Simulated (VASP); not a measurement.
Data:

```
CELL_PARAMETERS angstrom
      3.72705     0.00000     0.00000
     -1.86353     3.22772     0.00000
      0.00000     0.00000    19.55170
ATOMIC_POSITIONS crystal
  Mo 0.66667 0.33333 0.50000
  Te 0.33333 0.66667 0.40917
  Te 0.33333 0.66667 0.59083
```

Level of theory: r2SCAN meta-GGA, VASP's PBE PAW potentials (set 64) (plane waves; VASP). Settings: 400 eV cut-off, 7×7×1 Γ-centred mesh, Gaussian smearing of 0.050 eV, potentials Mo_sv Te.

The cell holds a wide vacuum, so values per volume refer to the whole cell.

Problem. The ions and cell shape at fixed volume are relaxed. Which structure does the run end with?

Solution. 
```
CELL_PARAMETERS angstrom
      3.56634     0.00000     0.00000
     -1.78317     3.08854     0.00000
      0.00000     0.00000    21.35355
ATOMIC_POSITIONS crystal
  Mo 0.66667 0.33333 0.50000
  Te 0.33333 0.66667 0.41622
  Te 0.33333 0.66667 0.58378
```

Problem. How much energy does the relaxation gain?

Solution. The energy (σ→0) changes by -54.9 meV/atom, in 6 ionic steps.

The cell is a sheet with vacuum, built from a generated structure.
